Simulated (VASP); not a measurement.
## BiAs (Fm-3m): band edges, masses and strain

Aim: the gap of BiAs, the masses at its band edges and their response to strain. The cell is generated by rule, not measured, and may not be a known phase.

Program: VASP 6.6.1. Level of theory: PBE; plane waves and PAW (As, Bi_d), in the first sound run; inputs show where later runs differ. Results are calculated unless marked as measured.

The structure was built from a prototype and need not be the compound's stable phase.

### 1. The structure

The structure is cubic, space group Fm-3m (No. 225). The conventional cell has a = 6.100 Å, b = 6.100 Å, c = 6.100 Å, α = 90.00°, β = 90.00°, γ = 90.00°. Nearest to As lie 6 Bi at 3.05 Å. Nearest to Bi lie 6 As at 3.05 Å. Farther neighbours are not listed.

Coordinates:

```xyz
2
Lattice="0.0000 3.0500 3.0500 3.0500 0.0000 3.0500 3.0500 3.0500 0.0000" Properties=species:S:1:pos:R:3 pbc="T T T"
As    0.0000    0.0000    0.0000
Bi    3.0500    3.0500    3.0500
```

### 2. Relaxation of the atoms

The cell is kept as given; the atoms are relaxed first, so that no residual force shifts the band edges.

INCAR reads:

```
SYSTEM = BiAs
PREC = Accurate
ENCUT = 400
EDIFF = 1E-06
NELM = 100
ISMEAR = 0
SIGMA = 0.02
LREAL = .FALSE.
ALGO = Normal
GGA = PE
NBANDS = 16
LORBIT = 11
LWAVE = .FALSE.
LCHARG = .FALSE.
KPAR = 4
IBRION = 2
NSW = 40
ISIF = 2
EDIFFG = -0.005
```

POSCAR reads:

```
BiAs
1.0
    0.0000000000      3.0500000000      3.0500000000
    3.0500000000      0.0000000000      3.0500000000
    3.0500000000      3.0500000000      0.0000000000
As Bi
1 1
Direct
    0.0000000000      0.0000000000      0.0000000000
    0.5000000000      0.5000000000      0.5000000000
```

KPOINTS reads:

```
Automatic mesh
0
Gamma
8 8 8
0 0 0
```

The projector-augmented-wave data sets are As and Bi_d (PBE family, release 64).

Run with:

```
$ mpirun -np 4 vasp_std
```

The log of the run:

```text
[banner, memory and clock lines left out]
running    4 mpi-ranks, on    1 nodes
 distrk:  each k-point on    1 cores,    4 groups
 distr:  one band on    1 cores,    1 groups

 POSCAR found type information on POSCAR AsBi
 POSCAR found :  2 types and       2 ions
 LDA part: xc-table for (Slater+PW92), standard interpolation
 POSCAR, INCAR and KPOINTS ok, starting setup
 FFT: planning ... GRIDC
 FFT: planning ... GRID_SOFT
 FFT: planning ... GRID
 WAVECAR not read
 entering main loop
       N       E                     dE             d eps       ncg     rms          rms(c)
DAV:   1     0.129046412387E+03    0.12905E+03   -0.91844E+03   928   0.113E+03
DAV:   2    -0.261411832164E+00   -0.12931E+03   -0.12725E+03  1032   0.300E+02
DAV:   3    -0.852333855947E+01   -0.82619E+01   -0.82465E+01  1192   0.798E+01
DAV:   4    -0.870559501487E+01   -0.18226E+00   -0.18210E+00  1248   0.137E+01
DAV:   5    -0.871080805025E+01   -0.52130E-02   -0.52130E-02  1224   0.195E+00    0.231E+00
DAV:   6    -0.849841035498E+01    0.21240E+00   -0.81896E-01  1328   0.494E+00    0.108E+00
DAV:   7    -0.850373349648E+01   -0.53231E-02   -0.67267E-02  1096   0.126E+00    0.563E-01
DAV:   8    -0.850518269203E+01   -0.14492E-02   -0.66221E-03  1120   0.733E-01    0.785E-02
DAV:   9    -0.850498239942E+01    0.20029E-03   -0.17904E-03  1296   0.278E-01    0.499E-02
DAV:  10    -0.850500209486E+01   -0.19695E-04   -0.15233E-04  1120   0.808E-02    0.154E-02
DAV:  11    -0.850500263601E+01   -0.54115E-06   -0.37222E-05  1336   0.488E-02    0.685E-03
DAV:  12    -0.850500203471E+01    0.60130E-06   -0.36787E-06  1120   0.123E-02
   1 F= -.85050020E+01 E0= -.85048348E+01  d E =-.850500E+01
 curvature:   0.00 expect dE= 0.000E+00 dE for cont linesearch  0.000E+00
 trial: gam= 0.00000 g(F)=  0.109E-59 g(S)=  0.000E+00 ort = 0.000E+00 (trialstep = 0.100E+01)
 search vector abs. value=  0.100E-09
 reached required accuracy - stopping structural energy minimisation
```

It took 9 s on 4 MPI ranks of Intel Xeon Platinum 8375C at 2.90GHz (Ice Lake), shared host; peak memory 0.61 GiB; 32 s of CPU time.

The logs omit lines about the potential files and the build; timing stands in the text.

From OUTCAR (step 2):

```text
ion  position               nearest neighbor table
   1  0.000  0.000  0.000-   2 3.05   2 3.05   2 3.05   2 3.05   2 3.05   2 3.05
   2  0.500  0.500  0.500-   1 3.05   1 3.05   1 3.05   1 3.05   1 3.05   1 3.05

  LATTYP: Found a face centered cubic cell.
 ALAT       =     6.1000000000

 Subroutine GETGRP returns: Found 48 space group operations
 (whereof 48 operations were pure point group operations)

The static configuration has the point symmetry O_h .

 Found     29 irreducible k-points:

   k-points           NKPTS =     29   k-points in BZ     NKDIM =     29   number of bands    NBANDS=     16

   dimension x,y,z NGX =    28 NGY =   28 NGZ =   28
   dimension x,y,z NGXF=    56 NGYF=   56 NGZF=   56

   ENCUT  =  400.0 eV  29.40 Ry    5.42 a.u.   7.03  7.03  7.03*2*pi/ulx,y,z

   NELECT =      20.0000    total number of electrons

 k-points in reciprocal lattice and weights: Automatic mesh
   0.00000000  0.00000000  0.00000000       0.002
   0.12500000  0.00000000  0.00000000       0.016
   0.25000000  0.00000000  0.00000000       0.016
   0.37500000  0.00000000  0.00000000       0.016
   0.50000000  0.00000000  0.00000000       0.008
   0.12500000  0.12500000  0.00000000       0.012
   0.25000000  0.12500000  0.00000000       0.047
   0.37500000  0.12500000  0.00000000       0.047
   0.50000000  0.12500000  0.00000000       0.047
[...]
-0.37500000  0.50000000  0.12500000       0.023
  -0.25000000  0.50000000  0.25000000       0.012

 average (electrostatic) potential at core
       1 -48.6901       2-105.4566

 E-fermi :   5.7310

 k-point     1 :       0.0000    0.0000    0.0000
  band No.  band energies     occupation
    ...
      6      -7.5908      2.00000
      7      -0.9198      2.00000
      8       4.3146      2.00000
      9       4.3146      2.00000
     10       4.3146      2.00000
     11       9.3303      0.00000
     12       9.3303      0.00000
     13       9.3303      0.00000
     14      11.5997      0.00000
     15      11.5997      0.00000
    ...

 k-point     2 :       0.1250    0.0000    0.0000
  band No.  band energies     occupation
    ...
      6      -7.4260      2.00000
      7      -1.3796      2.00000
      8       4.3624      2.00000
      9       4.3624      2.00000
     10       4.4972      2.00000
     11       8.5638      0.00000
     12       8.6948      0.00000
     13       8.6948      0.00000
     14      11.3821      0.00000
     15      11.9264      0.00000
    ...

 k-point     3 :       0.2500    0.0000    0.0000
  band No.  band energies     occupation
    ...
      6      -6.9378      2.00000
      7      -2.4735      2.00000
      8       4.5302      2.00000
      9       4.5302      2.00000
     10       4.8335      2.00000
     11       7.3480      0.00000
     12       7.5365      0.00000
     13       7.5365      0.00000
     14      11.7256      0.00000
     15      12.8374      0.00000
    ...

  Total       -0.6823364     -0.6823364     -0.6823364      0.0000000     -0.0000000      0.0000000
  in kB      -19.2654687    -19.2654687    -19.2654687      0.0000000     -0.0000000      0.0000000
  external PRESSURE =     -19.2654687 kB  Pullay stress =       0.0000000 kB

  energy-cutoff  :      400.00
  volume of cell :       56.75
      direct lattice vectors                 reciprocal lattice vectors
     0.000000000  3.050000000  3.050000000    -0.163934426  0.163934426  0.163934426
     3.050000000  0.000000000  3.050000000     0.163934426 -0.163934426  0.163934426
     3.050000000  3.050000000  0.000000000     0.163934426  0.163934426 -0.163934426

 POSITION                                       TOTAL-FORCE (eV/Angst)
 -----------------------------------------------------------------------------------
      0.00000      0.00000      0.00000        -0.000000     -0.000000     -0.000000
      3.05000      3.05000      3.05000         0.000000      0.000000      0.000000
 -----------------------------------------------------------------------------------
    total drift:                                0.000000      0.000000      0.000000

  FREE ENERGIE OF THE ION-ELECTRON SYSTEM (eV)
  ---------------------------------------------------
  free  energy   TOTEN  =        -8.5050020347 eV

  energy  without entropy=       -8.5046674928  energy(sigma->0) =       -8.50483476

 reached required accuracy - stopping structural energy minimisation

 total charge
# of ion       s       p       d       tot
------------------------------------------
    1        1.278   1.393   0.020   2.690
    2        1.576   1.144   9.939  12.659
--------------------------------------------------
tot          2.854   2.537   9.959  15.350

[... 3 further parts left out ...]
```

CONTCAR:

```
BiAs
   1.00000000000000
     0.0000000000000000    3.0499999999999998    3.0499999999999998
     3.0499999999999998    0.0000000000000000    3.0499999999999998
     3.0499999999999998    3.0499999999999998    0.0000000000000000
  As              Bi
     1     1
Direct
     0.0000000000000000    0.0000000000000000    0.0000000000000000
     0.5000000000000000    0.5000000000000000    0.5000000000000000
```

The k-mesh is coarse for a metal. The run keeps the 48 symmetry operations of its start, so it cannot find a distortion of lower symmetry.

The forces vanish from the start, and no atom moves.

Numbers from this step:

| Property | Result |
| --- | --- |
| SCF cycles | 12 |
| electrons | 20 |
| bands | 16 |
| irreducible k-points | 29 |
| symmetry operations | 48 |
| free energy (TOTEN) | -8.505 eV |
| energy at zero smearing | -8.505 eV |
| Fermi energy | 5.731 eV |
| pressure | -1.927 GPa |
| metallic | yes |

### 3. Bands on a dense mesh

A dense even mesh and a path are solved together, since either alone can miss a band edge.

Changes to INCAR since step 2:

```diff
@@ -10,3 +10,3 @@
 GGA = PE
-NBANDS = 16
+NBANDS = 22
 LORBIT = 11
@@ -15,5 +15,2 @@
 KPAR = 4
-IBRION = 2
-NSW = 40
 ISIF = 2
-EDIFFG = -0.005
```

POSCAR is that of step 2.

KPOINTS reads:

```
Automatic mesh
0
Gamma
12 12 12
0 0 0
```

KPOINTS_OPT reads:

```
Line mode
24
Line-mode
Reciprocal
  0.00000000   0.00000000   0.00000000 GAMMA
  0.50000000   0.00000000   0.50000000 X

  0.50000000   0.00000000   0.50000000 X
  0.50000000   0.25000000   0.75000000 W

  0.50000000   0.25000000   0.75000000 W
  0.37500000   0.37500000   0.75000000 K

  0.37500000   0.37500000   0.75000000 K
  0.00000000   0.00000000   0.00000000 GAMMA

  0.00000000   0.00000000   0.00000000 GAMMA
  0.50000000   0.50000000   0.50000000 L

  0.50000000   0.50000000   0.50000000 L
  0.62500000   0.25000000   0.62500000 U

  0.62500000   0.25000000   0.62500000 U
  0.50000000   0.25000000   0.75000000 W

  0.50000000   0.25000000   0.75000000 W
  0.50000000   0.50000000   0.50000000 L

  0.50000000   0.50000000   0.50000000 L
  0.37500000   0.37500000   0.75000000 K

  0.62500000   0.25000000   0.62500000 U
  0.50000000   0.00000000   0.50000000 X
```

Run with:

```
$ mpirun -np 4 vasp_std
```

The log of the run:

```text
[... set-up lines as in an earlier step ...]
 entering main loop
       N       E                     dE             d eps       ncg     rms          rms(c)
DAV:   1     0.152020350164E+03    0.15202E+03   -0.85828E+03  3214   0.805E+02
DAV:   2     0.336248806305E+01   -0.14866E+03   -0.14240E+03  3336   0.262E+02
DAV:   3    -0.840865569514E+01   -0.11771E+02   -0.11706E+02  3886   0.728E+01
DAV:   4    -0.870286793881E+01   -0.29421E+00   -0.29408E+00  3832   0.123E+01
DAV:   5    -0.871341103928E+01   -0.10543E-01   -0.10543E-01  4268   0.228E+00    0.229E+00
DAV:   6    -0.850550294744E+01    0.20791E+00   -0.67051E-01  4932   0.357E+00    0.110E+00
DAV:   7    -0.851069175396E+01   -0.51888E-02   -0.61225E-02  3876   0.964E-01    0.555E-01
DAV:   8    -0.851222274637E+01   -0.15310E-02   -0.54535E-03  3834   0.500E-01    0.838E-02
DAV:   9    -0.851206955363E+01    0.15319E-03   -0.16784E-03  4532   0.198E-01    0.551E-02
DAV:  10    -0.851207929453E+01   -0.97409E-05   -0.13256E-04  3842   0.512E-02    0.155E-02
DAV:  11    -0.851208311426E+01   -0.38197E-05   -0.30558E-05  4064   0.307E-02    0.443E-03
DAV:  12    -0.851208318943E+01   -0.75173E-07   -0.27017E-06  3680   0.805E-03
   1 F= -.85120832E+01 E0= -.85120456E+01  d E =-.751781E-04
 Start KPOINTS_OPT (optional k-point list driver)
k-point batch [1-72\240]
       N       E                     dE             ncg
DAV:   1    -0.107178666962E+04   -0.37234E+05     3214
DAV:   2    -0.116779501101E+05   -0.10606E+05     3402
DAV:   3    -0.125284671940E+05   -0.85052E+03     3928
DAV:   4    -0.125493303367E+05   -0.20863E+02     3920
DAV:   5    -0.125500510996E+05   -0.72076E+00     4274
DAV:   6    -0.125500929003E+05   -0.41801E-01     4482
DAV:   7    -0.125500932448E+05   -0.34448E-03     4308
DAV:   8    -0.125500932487E+05   -0.38989E-05     3212
DAV:   9    -0.125500932493E+05   -0.67402E-06     2684
[...]
k-point batch [217-240\240]
       N       E                     dE             ncg
DAV:   1     0.257247084815E+05   -0.14589E+05     1056
DAV:   2     0.221876170768E+05   -0.35371E+04     1098
DAV:   3     0.219039888142E+05   -0.28363E+03     1288
DAV:   4     0.218970601279E+05   -0.69287E+01     1316
DAV:   5     0.218967861490E+05   -0.27398E+00     1354
DAV:   6     0.218967706859E+05   -0.15463E-01     1528
DAV:   7     0.218967705652E+05   -0.12077E-03     1412
DAV:   8     0.218967705631E+05   -0.20511E-05     1268
DAV:   9     0.218967705629E+05   -0.21609E-06      896
```

Wall time 63 s (4 MPI ranks); peak memory 0.88 GiB; 4.1 min of CPU time.

OUTCAR, selected parts (step 3):

```text
The static configuration has the point symmetry O_h .

 Found     72 irreducible k-points:

   k-points           NKPTS =     72   k-points in BZ     NKDIM =     72   number of bands    NBANDS=     22

   NELECT =      20.0000    total number of electrons

 E-fermi :   5.6911

 k-point     1 :       0.0000    0.0000    0.0000
  band No.  band energies     occupation
    ...
      6      -7.5899      2.00000
      7      -0.9207      2.00000
      8       4.3131      2.00000
      9       4.3131      2.00000
     10       4.3131      2.00000
     11       9.3317      0.00000
     12       9.3317      0.00000
     13       9.3317      0.00000
     14      11.6003      0.00000
     15      11.6003      0.00000
    ...

 k-point     2 :       0.0833    0.0000    0.0000
  band No.  band energies     occupation
    ...
      6      -7.5165      2.00000
      7      -1.1331      2.00000
      8       4.3337      2.00000
      9       4.3337      2.00000
     10       4.4013      2.00000
     11       8.9417      0.00000
     12       9.0197      0.00000
     13       9.0197      0.00000
     14      11.4492      0.00000
     15      11.7485      0.00000
    ...

  Total       -0.6916638     -0.6916638     -0.6916638     -0.0000000      0.0000000      0.0000000
  in kB      -19.5288263    -19.5288263    -19.5288263     -0.0000000      0.0000000      0.0000000
  external PRESSURE =     -19.5288263 kB  Pullay stress =       0.0000000 kB

 POSITION                                       TOTAL-FORCE (eV/Angst)
 -----------------------------------------------------------------------------------
      0.00000      0.00000      0.00000         0.000000      0.000000     -0.000000
      3.05000      3.05000      3.05000        -0.000000     -0.000000      0.000000
 -----------------------------------------------------------------------------------
    total drift:                                0.000000      0.000000      0.000000

  FREE ENERGIE OF THE ION-ELECTRON SYSTEM (eV)
  ---------------------------------------------------
  free  energy   TOTEN  =        -8.5120831894 eV

  energy  without entropy=       -8.5120080114  energy(sigma->0) =       -8.51204560

 total charge
# of ion       s       p       d       tot
------------------------------------------
    1        1.277   1.391   0.020   2.689
    2        1.575   1.148   9.938  12.662
--------------------------------------------------
tot          2.853   2.539   9.959  15.351

[... 6 parts as in an earlier step ...]

[... 6 further parts left out ...]
```

This step gave:

* bands: 22
* irreducible k-points: 72
* free energy (TOTEN): -8.512 eV
* Fermi energy: 5.691 eV
* pressure: -1.953 GPa

Electronic bands along the path, in eV, zero at the Fermi level; # counts the bands kept, so #1 is VASP's band 7:

```
          point      #1     #2     #3     #4    #5    #6    #7    #8
              Γ   -6.61  -1.38  -1.38  -1.38  3.64  3.64  3.64  5.91
0.52 of the way   -8.09  -2.49  -2.49  -2.02  2.50  3.85  4.34  4.34
              X   -8.83  -5.24  -3.20  -3.20  3.05  5.33  5.33  6.77
0.52 of the way   -9.36  -5.00  -3.66  -2.07  3.23  3.90  5.65  6.36
              W   -9.96  -4.41  -4.41  -0.03  0.67  5.39  5.39  6.77
0.52 of the way   -9.84  -4.71  -3.70  -1.25  1.96  4.59  5.61  5.91
              K   -9.78  -4.80  -2.63  -2.54  3.47  3.50  4.98  6.06
0.52 of the way   -8.42  -2.73  -0.37   0.05  0.47  0.67  4.14  5.95
              Γ   -6.61  -1.38  -1.38  -1.38  3.64  3.64  3.64  5.91
0.48 of the way   -8.06  -1.18  -1.18  -0.89  1.76  1.95  1.95  5.97
              L  -10.50  -0.50  -0.50  -0.11  0.00  0.20  0.20  8.78
0.48 of the way  -10.32  -3.14  -1.67  -1.56  1.72  1.73  3.51  7.05
              U   -9.78  -4.80  -2.63  -2.54  3.47  3.50  4.98  6.06
0.48 of the way   -9.84  -4.71  -3.70  -1.25  1.96  4.59  5.61  5.91
              W   -9.96  -4.41  -4.41  -0.03  0.67  5.39  5.39  6.77
0.48 of the way  -10.23  -3.29  -3.23  -0.18  0.37  3.59  3.99  6.97
              L  -10.50  -0.50  -0.50  -0.11  0.00  0.20  0.20  8.78
0.52 of the way  -10.29  -3.35  -1.78  -1.67  1.89  1.91  3.82  6.85
              K   -9.78  -4.80  -2.63  -2.54  3.47  3.50  4.98  6.06
      jump to U   -9.78  -4.80  -2.63  -2.54  3.47  3.50  4.98  6.06
0.52 of the way   -9.09  -5.14  -3.07  -3.04  3.43  4.78  4.87  6.59
              X   -8.83  -5.24  -3.20  -3.20  3.05  5.33  5.33  6.77
```

Of the projections kept (As, Bi), the largest for each band there; the rest of the weight can lie on other orbitals:

| point | #1 | #2 | #3 | #4 | #5 | #6 | #7 | #8 |
| --- | --- | --- | --- | --- | --- | --- | --- | --- |
| Γ | As 0.52 | As 0.58 | As 0.58 | As 0.58 | Bi 0.69 | Bi 0.69 | Bi 0.69 | Bi 0.60 |
| X | As 0.58 | Bi 0.56 | Bi 0.51 | Bi 0.51 | Bi 0.65 | Bi 0.55 | Bi 0.55 | As 0.62 |
| W | As 0.96 | Bi 0.55 | Bi 0.55 | As 0.84 | Bi 0.86 | As 0.74 | As 0.74 | Bi 0.76 |
| K | As 0.73 | Bi 0.56 | As 0.50 | Bi 0.52 | As 0.56 | Bi 0.57 | Bi 0.79 | As 0.64 |
| Γ | As 0.52 | As 0.58 | As 0.58 | As 0.58 | Bi 0.69 | Bi 0.69 | Bi 0.69 | Bi 0.60 |
| L | As 0.93 | As 0.92 | As 0.92 | Bi 0.65 | As 0.62 | Bi 0.95 | Bi 0.95 | As 0.75 |

The electronic bands as a text plot (rows in eV, shown from -8.0 to 5.9 only):

```
    5.6 |**       ****** **   ********        * ***         **
    5.0 |      ****  ** *  *                   * * **       ** **
    4.5 |  ****     *  *    **               *  *   *         *
    3.9 |******    *    *     *****            *     *     *  *
    3.3 |*    ******     *       * *        * **     *       * **
    2.7 |    *      *   * *     *   *         *       *   * *
    2.1 | *                    *     *     * *  *     *    *
    1.6 |              *   *   *      *     *    *     *
    1.0 |  **        **     * *        *   *           * **
    0.4 |                    *          ***       ***** **
   -0.2 |  *          *      **         ***       *******
   -0.8 | * *        *      * ***    ******      *      **
   -1.3 |**         *  *   *    *******    **   *      * **
   -1.9 |  ***          * *    **          ***             **
   -2.5 |    *     *     *    *               **      *   * ***
   -3.1 |     *****     *    *              *        *        ***
   -3.7 |     *    **  *   **                *  *   *      *
   -4.2 |      *     **   *                   *  ***        *
   -4.8 |       *   ** ***                     ***           **
   -5.4 |        ***                                           **
   -6.0 |
   -6.6 |*                       ***
   -7.1 | **                    *   *
   -7.7 |   *                  *     *
         Γ       X    W  K        Γ      L     U  W     L   K|U X
```

At -2.0 GPa the cell is away from the equilibrium volume of this level: left free, it would shrink.

[end of part 1 of 3]

[Lines on the potential files, build, host, timing and source positions are cut from VASP's logs without a mark.]

[Logs are printed without paths, hosts, clocks, repeated set-up lines and the standing remarks that a program may print on its own settings, such as how far it seeks lower states.]

[Hosts, paths, dates, database ids (printed as entryN), source tags and the programs' standing remarks are cut or masked in the printed files.]

[In band tables of VASP the shares of atoms and orbitals are scaled to a sum of 1 inside the atoms' spheres.]

[Gaps and slopes under strain along one axis are those of the sampled path and mesh points; where strain splits equal valleys, another of them can be the edge.]
